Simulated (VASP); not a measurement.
Input:

```
BP
1.0
    0.00000     2.26893     2.26893
    2.26893     0.00000     2.26893
    2.26893     2.26893     0.00000
B P
1 1
Direct
  0.00000   0.00000   0.00000
  0.25000   0.25000   0.25000
```

The numbers are results of vdW-DF-cx, VASP's PBE PAW potentials (set 64) (plane waves; VASP 6.6.1), not measurements. Numerical set-up: 520 eV cut-off, Gaussian smearing of 0.050 eV, potentials B P.

Question: Give the energies of bands 2 to 7 at the high-symmetry points, in eV from the valence-band maximum.

Answer: 
| band | Γ | X | U | L | W |
|---|---|---|---|---|---|
| 2 | 0.00 | -8.59 | -8.16 | -9.06 | -8.05 |
| 3 | 0.00 | -4.12 | -6.25 | -1.76 | -5.70 |
| 4 | 0.00 | -4.12 | -3.51 | -1.76 | -5.50 |
| 5 | 3.40 | 1.30 | 2.11 | 3.79 | 5.31 |
| 6 | 3.40 | 1.61 | 5.98 | 4.70 | 6.71 |
| 7 | 3.40 | 12.16 | 9.76 | 4.70 | 7.27 |

The gap is indirect, 1.21 eV, from the valence maximum at Γ to the conduction minimum at Γ-X at 0.86.

The compound is BP in the zinc blende structure. It was relaxed first.
